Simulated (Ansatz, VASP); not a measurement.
# Two plane-wave programs on TaTe

```xyz
2
Lattice="3.4872 0.0000 0.0000 0.0000 3.4872 0.0000 0.0000 0.0000 3.4872" Properties=species:S:1:pos:R:3 pbc="T T T"
Ta    1.7436    1.7436    1.7436
Te    0.0000    0.0000    0.0000
```

Change from the starting cell: volume scaled by 1.06.

Alike in both runs: task single point; functional PBE; k mesh 8 × 8 × 8; occupations fermi-dirac, width 0.05 eV; no spin polarisation.

```csv
,VASP,Ansatz
version,VASP 6.6.1,Ansatz 0.2.0
potentials or method,"VASP PAW PBE potentials, release 64 (Ta_pv, Te)",Ansatz PAW
plane-wave cutoff (eV),520,420
valence electrons in the cell,17,29
```

```tsv
	VASP	Ansatz	Ansatz less VASP
gap on the k mesh at the Fermi level (eV)	none	none	-
pressure (GPa)	-7.3	-7.3	0.00
```

A gap of «none» marks a metal or a gap that the smearing closes. The two sets of potentials don't hold the same shells in valence.

The runs have no spin-orbit coupling, so splittings on Ta, Te are missing.
